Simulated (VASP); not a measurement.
A VASP calculation is set up with these files.

**INCAR**
```
# general
SYSTEM  = Re3B
PREC    = Accurate
ENCUT   = 400   # plane-wave cut-off (eV)
LREAL   = .FALSE.
LASPH   = .TRUE.   # aspherical one-centre terms

# electronic loop
EDIFF   = 1E-6
NELM    = 100   # most electronic steps
ALGO    = Normal   # blocked Davidson
LMAXMIX = 6

# smearing
ISMEAR  = -1
SIGMA   = 0.1   # width (eV)

# ions
ISIF    = 2

# output
LWAVE   = .FALSE.
LCHARG  = .FALSE.
```

POSCAR:
```
Re3B
14.5160
  0.0995453293  -0.3207839625   0.0000000000
  0.0995453293   0.3207839625   0.0000000000
  0.0000000000   0.0000000000   0.5000000000
B Re
2 6
Cartesian
  0.0995453293   0.1565425737   0.1250000000
  0.0995453293  -0.1565425737   0.3750000000
  0.0995453293  -0.0473477129   0.1250000000
  0.0995453293   0.0473477129   0.3750000000
  0.0995453293  -0.2344930766   0.0310000000
  0.0995453293   0.2344930766   0.2810000000
  0.0995453293   0.2344930766   0.4690000000
  0.0995453293  -0.2344930766   0.2190000000
```

File KPOINTS:
```
Automatic mesh
0
Gamma
4 4 2
0 0 0
```

POTCAR, in this order: B Re (LDA.64 set). Program: vasp_std.

Task: Write an equivalent input for Quantum ESPRESSO's pw.x.

Result: One equivalent input (not run):
```
&CONTROL
  calculation = 'scf'
  pseudo_dir = './pseudo'
  outdir = './out'
  tprnfor = .true.
  tstress = .true.
/
&SYSTEM
  ibrav = 0
  nat = 8
  ntyp = 2
  ecutwfc = 76
  occupations = 'smearing'
  smearing = 'fermi-dirac'
  degauss = 0.00735
  input_dft = 'pz'
/
&ELECTRONS
  conv_thr = 7.3e-08
  electron_maxstep = 100
/
ATOMIC_SPECIES
  B 10.810 B.upf
  Re 186.207 Re.upf
CELL_PARAMETERS angstrom
     1.4450000   -4.6565000    0.0000000
     1.4450000    4.6565000    0.0000000
     0.0000000    0.0000000    7.2580000
ATOMIC_POSITIONS crystal
  B    0.2560000  0.7440000  0.2500000
  B    0.7440000  0.2560000  0.7500000
  Re   0.5738000  0.4262000  0.2500000
  Re   0.4262000  0.5738000  0.7500000
  Re   0.8655000  0.1345000  0.0620000
  Re   0.1345000  0.8655000  0.5620000
  Re   0.1345000  0.8655000  0.9380000
  Re   0.8655000  0.1345000  0.4380000
K_POINTS automatic
  4 4 2 0 0 0
```
Limits of the translation: the potentials are each code's own (VASP's PAW set, PseudoDojo norm-conserving files in pw.x), so ENCUT and ecutwfc are chosen apart and not converted; conv_thr bounds pw.x's estimated SCF error, while EDIFF bounds the energy change between steps.

The structure comes from a measured Re3B entry of the Crystallography Open Database, whose conditions weren't checked. The cell was not relaxed at this level. The k-mesh is coarse (spacing up to 0.57 per Å, 2π included), so the numbers may not be converged in it. The run is one of a series of settings (KPOINTS 4×4×2 Γ-centred mesh against the base run), some of them coarse on purpose.
